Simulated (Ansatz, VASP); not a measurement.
# Cross-check of W (W(100) film of 4 layers) between VASP and Ansatz

Aim: how closely do two programs agree when they are given the same cell, functional and k mesh? The cell is taken from a series of runs on this material, whose earlier steps may have relaxed, scaled, displaced or heated it; both programs get it as it stands.

Calculated with Ansatz 0.2.0; plane waves, with VASP 6.6.1 beside it; PBEsol.

### 1. The starting structure

The cell holds 4 atoms: 4 W. Its edges and angles: a = 3.160 Å, b = 3.160 Å, c = 15.740 Å, α = 90.0°, β = 90.0°, γ = 90.0°. It derives from W. Vacuum lies along c.

### 2. Ansatz: single point, PBEsol

Ansatz runs on its default PAW (the set named soft_2) files.

A single point takes one fixed geometry, so differences don't come from the geometry; what else differs is listed under the comparison.

Contents of input.yaml:

```yaml
crystal:
  lattice:
    - [3.16, 0.0, 0.0]
    - [0.0, 3.16, 0.0]
    - [0.0, 0.0, 15.74]
  atoms:
    - { symbol: W, position: [0.0, 0.0, 0.34942821] }
    - { symbol: W, position: [0.5, 0.5, 0.4498094] }
    - { symbol: W, position: [0.0, 0.0, 0.5501906] }
    - { symbol: W, position: [0.5, 0.5, 0.65057179] }
  periodic: [true, true, false]
kpoints:
  mp_grid: { grid: [6, 6, 1] }
hamiltonian:
  xc: pbesol
scf:
  occupations: { method: gaussian, width: 0.1 }
output:
  forces: true
  stress: true
  eigenvalues: true
```

Run with:

```bash
ansatz run input.yaml --threads 4 --pin off --max-ram 16384MiB --backend cpu --events-out ev --progress --plain --runs-dir out
```

Numbers of over 12 decimals in the logs are rounded to 6 here.

Output:

```text
Warning: crystal.periodic: the lattice vector that does not repeat stood 0.000° off the slab's normal, 15.740 Å along it as the deck builds it. The run solves the slab on a vector along the normal, 33.280 Å long, with every atom where it was (on the deck's vector they left 11.00 Å outside them, and the widest stretch free of ions among them is 1.58 Å). A fractional position that the run reports is one of the run's ce [...]
crystal.periodic: the lattice vector that does not repeat stood 0.000° off the slab's normal, 15.740 Å along it as the deck builds it. The run solves the slab on a vector along the normal, 33.280 Å long, with every atom where it was (on the deck's vector they left 11.00 Å outside them, and the widest stretch free of ions among them is 1.58 Å). A fractional position that the run reports is one of the run's cell, which [...]
Engine: ansatz 0.2.0, aarch64-unknown-linux-gnu
Pseudopotentials: kind: paw
Pseudopotential: W, paw, valence charge 14, recommended cutoff 420 eV (normal), W.paw.azcp
Functional definition: PBEsol
  exchange = pbesol_x
  correlation = pbesol_c
Crystal: 4 atoms, lattice volume = 332.321 Å³
Basis set: ecut = 420 eV, 6527 PW (Γ), exchange–correlation on 48×48×450 points (8 copies of the dense FFT grid, shifted against one another)
Bands: 34, of which v1, the nominal top of the filled ones, is band 28 counted from 1 (27 counted from 0)
Symmetry: 16 space group operations
Space group: P4/nmm (ITA 129), of the structure as read, at distance tolerance 6.9e-5 Å
k-points: 10 of 36
Non-local potential: W, projectors of the file, l = 0: 3, l = 1: 2, l = 2: 2, l = 3: 1
PAW form: soft (Blöchl's): semilocal exchange-correlation on the pseudo side does not see the compensation charge
PAW frozen core: W, regenerated for the run's functional, and the local potential with it (the file was generated under x = pbe(κ = 0.804, μ = 0.219515), c = pbe(β = 0.066725))
PAW one-centre angular grid: W, 590 points (default); XC on 64 Gauss nodes
Initial density: superposition of atomic densities (neutral atoms: chi_scale 0, normalization atom), corrected by the library's trained network
Initial wavefunctions: pseudopotential atomic-orbital guess
Functional: x = pbesol(κ = 0.804, μ = 0.123457), c = pbesol(β = 0.046)
SCF iter   1: F=—  HF=-41020.442314 eV  |F-HF|=—  |Δ(HF+E_count)|=         —  Δρ=4.66e-3  dr2=3.22e-1  ethr=1.77e-3  ⟨swp⟩=11.2  Hψ=2184  notcnv=0
preconditioner: auto → LDOS  [metal: Δε(μ)=0.102 eV  Ē_g=4.092 eV  σ=0.100 eV  W_gap=0.45  n_scr=40 (ndim 8)  ℏωp=10.0 eV  f_vac=0.723  D(μ)=1.79/eV (n_scr^D=10)  β→1.0]
SCF iter   2: F=—  HF=-41020.426770 eV  |F-HF|=—  |Δ(HF+E_count)|=   1.55e-2  Δρ=3.01e-3  dr2=2.77e-1  ethr=5.75e-4  ⟨swp⟩=3.7  Hψ=754  notcnv=0  defer=8
SCF iter   3: F=—  HF=-41020.406799 eV  |F-HF|=—  |Δ(HF+E_count)|=   2.00e-2  Δρ=7.71e-4  dr2=1.99e-2  ethr=4.94e-4  ⟨swp⟩=2.6  Hψ=525  notcnv=0  defer=8
SCF iter   4: F=—  HF=-41020.406280 eV  |F-HF|=—  |Δ(HF+E_count)|=   5.19e-4  Δρ=5.27e-4  dr2=2.89e-3  ethr=3.55e-5  ⟨swp⟩=3.3  Hψ=604  notcnv=0  defer=8
SCF iter   5: F=—  HF=-41020.406043 eV  |F-HF|=—  |Δ(HF+E_count)|=   2.37e-4  Δρ=1.45e-4  dr2=1.75e-4  ethr=5.15e-6  ⟨swp⟩=3.5  Hψ=612  notcnv=0  defer=8
SCF iter   6: F=—  HF=-41020.406084 eV  |F-HF|=—  |Δ(HF+E_count)|=   4.15e-5  Δρ=4.51e-5  dr2=2.65e-5  ethr=3.13e-7  ⟨swp⟩=3.8  Hψ=746  notcnv=0  defer=8
SCF iter   7: F=—  HF=-41020.406047 eV  |F-HF|=—  |Δ(HF+E_count)|=   3.75e-5  Δρ=2.12e-5  dr2=7.78e-6  ethr=4.74e-8  ⟨swp⟩=3.5  Hψ=667  notcnv=0  defer=5
SCF iter   8: F=—  HF=-41020.406048 eV  |F-HF|=—  |Δ(HF+E_count)|=   1.19e-6  Δρ=8.45e-6  dr2=5.56e-7  ethr=1.39e-8  ⟨swp⟩=3.5  Hψ=662  notcnv=0  defer=5
SCF iter   9: F=-41020.406048 eV  HF=-41020.406048 eV  |F-HF|=8.00e-8  |Δ(HF+E_count)|=   3.75e-8  Δρ=2.88e-6  dr2=2.74e-8  ethr=1.79e-10  ⟨swp⟩=14.9  Hψ=2180  notcnv=0
SCF 1 converged in 9 iterations: F = -41020.406048 eV  dr2 = 2.74e-8
  greatest PAW one-centre occupation: 1.000 electrons in one spin orbital (limit 2), on the W atom at site 2 (counted from 0), in its partial waves of l = 0
SCF converged after 9 iterations
Free energy (F): -41020.406048 eV
Harris-Foulkes:  -41020.406048 eV  (|F-HF|=8.00e-8)
Internal energy: -41020.392568 eV  (E = F + TS)
E sigma→0 (E₀):  -41020.399308 eV
Entropy (-TS):   -0.013480 eV (-3.370 meV/atom)
Fermi energy:    -4.233606 eV
--- Per-component energies (eV) ---
  E_band       = -1800.676134
  E_kinetic    = 1786.068720
  E_local      = -179541.809321  (includes V_loc(G=0)·N_el)
  E_nonlocal   = 17.894310
  E_hartree    = 88694.084598
  E_xc         = -1051.357371
  E_vxc        = -942.217748  (∫ρ·V_xc dr)
  E_paw        = -33744.572503  (= ΣΔE_a)
  E_vpaw       = -508.744523  (= ΣTr[D̂ρ^β])
  E_aug_tail   = -0.000249  (compensation charges beyond the density's cutoff)
  E_ewald      = 82818.412079
  E_core_change = 0.887169  (= ΣΔE_core)
  E_smearing   = -0.013480  (= −TS)
  E_closure    = -0.000000  (closes the sum)
  Σ components = -41020.406048   (vs F -41020.406048, Δ=0.00e0)
--- Forces (eV/Å), atoms counted from 1 ---
  atom   1  W      0.00000000     0.00000000     2.02359936
  atom   2  W      0.00000000     0.00000000    -2.05135900
  atom   3  W     -0.00000000     0.00000000     2.05135900
  atom   4  W      0.00000000     0.00000000    -2.02359936
  max |Σ_I F_I| component: 6.93e-24 eV/Å
--- 2D stress c σ (N/m, compression-positive) ---
      -16.112029      -0.000000      -0.000000
       -0.000000     -16.112029      -0.000000
        0.000000       0.000000       0.000000
  P = ½ c Tr σ = -16.1120 N/m
--- Band table (eV; the first three rows and the last of 10) ---
  k-point 0: bands = [... 24 lower, -5.0871, -4.6466, -4.6416, -4.4448, -4.4448, -4.3415, -3.0725, -2.9372, ... 2 higher]
  k-point 1: bands = [... 24 lower, -5.5077, -4.9988, -4.7858, -4.0783, -3.9773, -3.9717, -3.7287, -2.6304, ... 2 higher]
  k-point 2: bands = [... 24 lower, -5.2954, -5.2552, -4.7833, -4.4752, -4.3466, -3.2902, -3.2651, -2.8828, ... 2 higher]
  k-point 9: bands = [... 24 lower, -5.4391, -5.4391, -2.5233, -2.5233, -2.2319, -2.2319, -1.5738, -1.5738, ... 2 higher]
```

The column dr2 measures how far the density is from self-consistency, as an energy; F and HF (Harris–Foulkes) agree once it is small.

### 3. VASP: single point, PBEsol

The same cell, functional, mesh and smearing now go to VASP, with its own data sets.

Lines of VASP's logs that name or quote its potential files are left out, and so is its time.

Contents of INCAR:

```
SYSTEM = W
PREC = Accurate
ENCUT = 520
EDIFF = 1E-06
NELM = 120
ISMEAR = 0
SIGMA = 0.1
LREAL = .FALSE.
ALGO = Normal
GGA = PS
NBANDS = 18
LASPH = .TRUE.
LORBIT = 11
LWAVE = .FALSE.
LCHARG = .FALSE.
ISIF = 2
LDIPOL = .TRUE.
IDIPOL = 3
DIPOL = 0.5 0.5 0.5
LVHAR = .TRUE.
GGA_COMPAT = .FALSE.
NELMDL = -8
```

Contents of POSCAR:

```
W
1.0
    3.1600000000      0.0000000000      0.0000000000
    0.0000000000      3.1600000000      0.0000000000
    0.0000000000      0.0000000000     15.7400000000
W
4
Direct
    0.0000000000      1.0000000000      0.3494282100
    0.5000000000      0.5000000000      0.4498094000
    0.0000000000      1.0000000000      0.5501906000
    0.5000000000      0.5000000000      0.6505717900
```

Contents of KPOINTS:

```
Automatic mesh
0
Gamma
6 6 1
0 0 0
```

Potentials, in the order of the species: W (PBE family, release 64).

Run with:

```bash
mpirun -np 1 vasp_std
```

Output:

```text
[banner, memory and clock lines left out]
running    1 mpi-ranks, on    1 nodes
 distrk:  each k-point on    1 cores,    1 groups
 distr:  one band on    1 cores,    1 groups

 POSCAR found type information on POSCAR W
 POSCAR found :  1 types and       4 ions
|                                                                             |
|               ----> ADVICE to this user running VASP <----                  |
|                                                                             |
|     You enforced a specific xc type in the INCAR file but a different       |
|     [... a line on the potential file left out ...]
|     I HOPE YOU KNOW WHAT YOU ARE DOING!                                     |
|                                                                             |

 LDA part: xc-table for (Slater+PW92), standard interpolation
 POSCAR, INCAR and KPOINTS ok, starting setup
 FFT: planning ... GRIDC
 FFT: planning ... GRID_SOFT
 FFT: planning ... GRID
 WAVECAR not read
 entering main loop
       N       E                     dE             d eps       ncg     rms          rms(c)
DAV:   1     0.100874409290E+03    0.10087E+03   -0.92084E+03   360   0.107E+03
DAV:   2    -0.412270474519E+02   -0.14210E+03   -0.13625E+03   516   0.233E+02
DAV:   3    -0.536655504065E+02   -0.12439E+02   -0.11809E+02   498   0.634E+01
DAV:   4    -0.542283918662E+02   -0.56284E+00   -0.55577E+00   566   0.128E+01
DAV:   5    -0.542559638540E+02   -0.27572E-01   -0.27211E-01   558   0.222E+00
DAV:   6    -0.542563866574E+02   -0.42280E-03   -0.42209E-03   592   0.316E-01
DAV:   7    -0.542564002109E+02   -0.13554E-04   -0.13550E-04   558   0.413E-02
DAV:   8    -0.542564005349E+02   -0.32396E-06   -0.32387E-06   504   0.642E-03    0.355E+01
DAV:   9    -0.522343607122E+02    0.20220E+01   -0.35306E+01   594   0.235E+01    0.188E+01
DAV:  10    -0.552075422463E+02   -0.29732E+01   -0.72152E+01   580   0.394E+01    0.137E+01
DAV:  11    -0.495062174842E+02    0.57013E+01   -0.39621E+01   574   0.254E+01    0.234E+00
DAV:  12    -0.495904393504E+02   -0.84222E-01   -0.11954E+00   494   0.621E+00    0.182E+00
DAV:  13    -0.495822682608E+02    0.81711E-02   -0.63349E-02   566   0.126E+00    0.147E+00
DAV:  14    -0.495766644541E+02    0.56038E-02   -0.71943E-03   606   0.433E-01    0.962E-01
[...]
DAV:  18    -0.495687810970E+02   -0.27139E-03   -0.52564E-04   468   0.130E-01    0.251E-01
DAV:  19    -0.495687840552E+02   -0.29582E-05   -0.61882E-04   556   0.117E-01    0.241E-02
DAV:  20    -0.495690340083E+02   -0.24995E-03   -0.27278E-04   550   0.730E-02    0.483E-02
DAV:  21    -0.495691094878E+02   -0.75480E-04   -0.21104E-04   564   0.780E-02    0.482E-02
DAV:  22    -0.495691376962E+02   -0.28208E-04   -0.78751E-05   516   0.502E-02    0.149E-02
DAV:  23    -0.495691428241E+02   -0.51279E-05   -0.82249E-06   446   0.146E-02    0.179E-02
DAV:  24    -0.495691414409E+02    0.13833E-05   -0.63488E-06   500   0.138E-02    0.543E-04
DAV:  25    -0.495691414987E+02   -0.57805E-07   -0.39441E-07   230   0.411E-03
   1 F= -.49569141E+02 E0= -.49562035E+02  d E =-.142135E-01
```

From OUTCAR (step 3):

```text
ion  position               nearest neighbor table
   1  0.000  0.000  0.349-   2 2.74   2 2.74   2 2.74   2 2.74   3 3.16
   2  0.500  0.500  0.450-   1 2.74   1 2.74   1 2.74   1 2.74   3 2.74   3 2.74   3 2.74   3 2.74
                             4 3.16
   3  0.000  0.000  0.550-   4 2.74   4 2.74   4 2.74   4 2.74   2 2.74   2 2.74   2 2.74   2 2.74
                             1 3.16
   4  0.500  0.500  0.651-   3 2.74   3 2.74   3 2.74   3 2.74   2 3.16

  LATTYP: Found a simple tetragonal cell.
 ALAT       =     3.1600000000
 C/A-ratio  =     4.9810126582

 Subroutine GETGRP returns: Found 16 space group operations
 (whereof  8 operations were pure point group operations)

The static configuration has the point symmetry C_4v.
 The point group associated with its full space group is D_4h.

 Found     10 irreducible k-points:

   k-points           NKPTS =     10   k-points in BZ     NKDIM =     10   number of bands    NBANDS=     18

   dimension x,y,z NGX =    24 NGY =   24 NGZ =  120
   dimension x,y,z NGXF=    48 NGYF=   48 NGZF=  240

   ENCUT  =  520.0 eV  38.22 Ry    6.18 a.u.   5.88  5.88 29.27*2*pi/ulx,y,z

   NELECT =      24.0000    total number of electrons

 k-points in reciprocal lattice and weights: Automatic mesh
   0.00000000  0.00000000  0.00000000       0.028
   0.16666667  0.00000000  0.00000000       0.111
   0.33333333  0.00000000  0.00000000       0.111
   0.50000000  0.00000000  0.00000000       0.056
   0.16666667  0.16666667  0.00000000       0.111
   0.33333333  0.16666667  0.00000000       0.222
   0.50000000  0.16666667  0.00000000       0.111
   0.33333333  0.33333333  0.00000000       0.111
   0.50000000  0.33333333  0.00000000       0.111
   0.50000000  0.50000000  0.00000000       0.028

 dipolmoment           0.000000      0.000000     -0.000000 electrons x Angstroem

 average (electrostatic) potential at core
       1 -44.5802       2 -44.5477       3 -44.5477       4 -44.5802

 E-fermi :   0.5890

 k-point     1 :       0.0000    0.0000    0.0000
  band No.  band energies     occupation
    ...
     10       0.1676      2.00000
     11       0.1802      2.00000
     12       0.3787      1.99706
     13       0.3787      1.99706
     14       0.4801      1.87627
     15       1.7568      0.00000
     16       1.8798      0.00000
     17       1.8798      0.00000
     18       1.9868      0.00000

 k-point     2 :       0.1667    0.0000    0.0000
  band No.  band energies     occupation
    ...
      7      -0.8969      2.00000
      8      -0.8401      2.00000
      9      -0.6834      2.00000
     10      -0.1770      2.00000
     11       0.0360      2.00000
     12       0.7495      0.02322
     13       0.8437      0.00032
     14       0.8551      0.00017
     15       1.0898      0.00000
     16       2.1873      0.00000
    ...

 k-point     3 :       0.3333    0.0000    0.0000
  band No.  band energies     occupation
    ...
      9      -0.4693      2.00000
     10      -0.4271      2.00000
     11       0.0401      2.00000
     12       0.3572      1.99895
     13       0.4783      1.88247
     14       1.5377      0.00000
     15       1.5623      0.00000
     16       1.9408      0.00000
     17       2.4170      0.00000
     18       2.4291      0.00000

  Total      -11.1860443    -11.1860443     -7.3357267      0.0000000      0.0000000      0.0000000
  in kB     -114.0271379   -114.0271379    -74.7781700      0.0000000      0.0000000      0.0000000
  external PRESSURE =    -100.9441486 kB  Pullay stress =       0.0000000 kB

  energy-cutoff  :      520.00
  volume of cell :      157.17
      direct lattice vectors                 reciprocal lattice vectors
     3.160000000  0.000000000  0.000000000     0.316455696  0.000000000  0.000000000
     0.000000000  3.160000000  0.000000000     0.000000000  0.316455696  0.000000000
     0.000000000  0.000000000 15.740000000     0.000000000  0.000000000  0.063532402

 POSITION                                       TOTAL-FORCE (eV/Angst)
 -----------------------------------------------------------------------------------
      0.00000      0.00000      5.50000         0.000000     -0.000000      2.236424
      1.58000      1.58000      7.08000         0.000000     -0.000000     -2.083246
      0.00000      0.00000      8.66000         0.000000      0.000000      2.083246
      1.58000      1.58000     10.24000         0.000000      0.000000     -2.236424
 -----------------------------------------------------------------------------------
    total drift:                                0.000000     -0.000000      0.000000

  FREE ENERGIE OF THE ION-ELECTRON SYSTEM (eV)
  ---------------------------------------------------
  free  energy   TOTEN  =       -49.5691414987 eV

  energy  without entropy=      -49.5549279583  energy(sigma->0) =      -49.56203473

 vacuum level on the upper side and lower side of the slab         4.849         4.849

 total charge
# of ion       s       p       d       tot
------------------------------------------
    1        0.621   0.377   4.027   5.026
    2        0.676   0.677   4.169   5.522
    3        0.676   0.677   4.169   5.522
    4        0.621   0.377   4.027   5.026
--------------------------------------------------
tot          2.595   2.108  16.393  21.096

[... 3 further parts left out ...]
```

The run ends at a pressure of -10.09 GPa, with forces up to 2.2 eV/Å.

### 4. Comparison

Known differences besides the potentials themselves: Ansatz cuts the interaction across the vacuum, VASP repeats the sheet with a dipole correction (LDIPOL); the data sets hold 56 valence electrons in Ansatz (on its default PAW (the set named soft_2) files) and 24 in VASP; the cutoff is 420 eV in Ansatz and 520 eV in VASP; Ansatz makes its cores anew for this functional, VASP keeps those of its PBE data sets. Total energies have different zeros and are not compared.

Forces (eV/Å; atoms numbered as in POSCAR):

```tsv
atom	Ansatz x, y, z	VASP x, y, z
W1	0.000, 0.000, 2.024	0.000, 0.000, 2.236
W2	0.000, 0.000, -2.051	0.000, 0.000, -2.083
W3	0.000, 0.000, 2.051	0.000, 0.000, 2.083
W4	0.000, 0.000, -2.024	0.000, 0.000, -2.236
```

The forces differ by 88 meV/Å r.m.s., which is 7.0 % of the r.m.s. force of 1.248 eV/Å (both taken over all components). Where the cell holds vacuum, a pressure given here is an average over it and none of the material.

### 5. Other set-ups

Further runs change the set-up of one program: Ansatz's method, potentials or start, or VASP's data sets, cutoff or form of LDA. The table gives that difference for each run.

```tsv
run	r.m.s. force difference (meV/Å)
as above	88
VASP with the data sets W_sv and a cutoff of 400 eV	14
```

### 6. Summary of results

| Item | Value |
| --- | --- |
| r.m.s. force difference (single point, PBEsol) | 7.0 % of the r.m.s. force |

The r.m.s. force difference is 7.0 % of the r.m.s. force (single point, PBEsol), beyond the 3 % picked in this series as the mark of a large difference. The data sets hold unlike numbers of valence electrons (56 in Ansatz and 24 in VASP), so part of the differences may come from the potentials. Single point, PBEsol, VASP with the data sets W_sv and a cutoff of 400 eV: r.m.s. force difference goes from 88 to 14 meV/Å. How closely two codes agree says nothing of how well the functional describes the real material.

[Lines on the potential files, build, host, timing and source positions are cut from VASP's logs without a mark.]

[Logs are printed without paths, hosts, clocks, repeated set-up lines and the standing remarks that a program may print on its own settings, such as how far it seeks lower states.]

[Hosts, paths, dates, database ids (printed as entryN), source tags and the programs' standing remarks are cut or masked in the printed files.]
